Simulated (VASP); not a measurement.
A VASP calculation is set up with these files.

**KPOINTS**
```
Automatic mesh
0
Gamma
3 3 2
0 0 0
```

INCAR:
```
SYSTEM = Mg
PREC = Accurate
ENCUT = 400
EDIFF = 1E-6
NELM = 100
ALGO = Normal
LREAL = .FALSE.
LASPH = .TRUE.
ISMEAR = 1
SIGMA = 0.1
GGA = PE
LWAVE = .FALSE.
LCHARG = .FALSE.
ISIF = 2
```

**POSCAR**
```
Mg
1
    3.0329685000    -5.2532563974     0.0000000000
    3.0329685000     5.2532563974     0.0000000000
    0.0000000000     0.0000000000     9.8453370000
Mg
2
Direct
  0.3333330000   0.6666670000   0.2500000000
  0.6666670000   0.3333330000   0.7500000000
```

POTCAR, in this order: Mg (PBE.64 set). Program: vasp_std.

Q: What happens when VASP runs on this input?

A: There is a fault: the lattice was typed in bohr, and VASP reads ångström. The run ends without an error. Against the sound run, the energy per atom (σ→0) goes up by 1.461 eV/atom; the pressure increases by 0.29 GPa; the volume rises by 570 %.

### standard output
```
 POSCAR found type information on POSCAR Mg
 POSCAR found :  1 types and       2 ions
 Reading from existing POTCAR
 Reading from existing POTCAR
 LDA part: xc-table for (Slater+PW92), standard interpolation
 POSCAR, INCAR and KPOINTS ok, starting setup
 WAVECAR not read
 entering main loop
       N       E                     dE             d eps       ncg     rms          rms(c)
DAV:   1     0.486408204185E+01    0.48641E+01   -0.88138E+02    72   0.329E+02
DAV:   2     0.129232139125E+00   -0.47348E+01   -0.45076E+01   108   0.217E+01
DAV:   3    -0.788049065528E-01   -0.20804E+00   -0.20791E+00    84   0.782E+00
DAV:   4    -0.821339109656E-01   -0.33290E-02   -0.33287E-02   126   0.136E+00
DAV:   5    -0.821477065315E-01   -0.13796E-04   -0.13795E-04    84   0.416E-02    0.602E-02
DAV:   6    -0.820155028072E-01    0.13220E-03   -0.91528E-05   108   0.547E-02    0.406E-02
DAV:   7    -0.819407438886E-01    0.74759E-04   -0.41779E-04    72   0.116E-01    0.737E-03
DAV:   8    -0.819900833590E-01   -0.49339E-04   -0.68087E-05    84   0.578E-02    0.129E-03
DAV:   9    -0.819926348663E-01   -0.25515E-05   -0.30455E-06   114   0.139E-02    0.728E-04
DAV:  10    -0.819924451389E-01    0.18973E-06   -0.97395E-07    84   0.797E-03
   1 F= -.81992445E-01 E0= -.83636773E-01  d E =0.493298E-02
```

OUTCAR:
```
------------------------ aborting loop because EDIFF is reached ----------------------------------------
  FORCE on cell =-STRESS in cart. coord.  units (eV):
  Direction    XX          YY          ZZ          XY          YZ          ZX
  --------------------------------------------------------------------------------------
  Total       -0.2147438     -0.2147439     -0.2263879      0.0000000      0.0000000      0.0000000
  in kB       -1.0966653     -1.0966657     -1.1561301      0.0000000      0.0000000      0.0000000
  external PRESSURE =      -1.1164870 kB  Pullay stress =       0.0000000 kB
  volume of cell :      313.73
      direct lattice vectors                 reciprocal lattice vectors
     3.032968500 -5.253256397  0.000000000     0.164854993 -0.095179059  0.000000000
     3.032968500  5.253256397  0.000000000     0.164854993  0.095179059  0.000000000
     0.000000000  0.000000000  9.845337000     0.000000000  0.000000000  0.101570926
 POSITION                                       TOTAL-FORCE (eV/Angst)
 -----------------------------------------------------------------------------------
      3.03297      1.75109      2.46133         0.000000      0.000000      0.000000
      3.03297     -1.75109      7.38400        -0.000000     -0.000000      0.000000
 -----------------------------------------------------------------------------------
    total drift:                                0.000000      0.000006     -0.000000
  FREE ENERGIE OF THE ION-ELECTRON SYSTEM (eV)
  ---------------------------------------------------
  free  energy   TOTEN  =        -0.0819924451 eV

  energy  without entropy=       -0.0869254301  energy(sigma->0) =       -0.08363677
```
(Selected blocks of OUTCAR.)

To mend it, correct POSCAR, correct KPOINTS.
**POSCAR**
```
Mg
1
    1.6050000000    -2.7799420000     0.0000000000
    1.6050000000     2.7799420000     0.0000000000
    0.0000000000     0.0000000000     5.2100000000
Mg
2
Direct
  0.3333330000   0.6666670000   0.2500000000
  0.6666670000   0.3333330000   0.7500000000
```
KPOINTS:
```
Automatic mesh
0
Gamma
10 10 6
0 0 0
```
The mended run (PBE GGA, plane waves, VASP's PBE PAW potentials (set 64)) converges, and its OSZICAR ends with
```
   1 F= -.30064760E+01 E0= -.30060827E+01  d E =-.117985E-02
```

The compound is Mg in the hcp structure. The cell was not relaxed at this level.
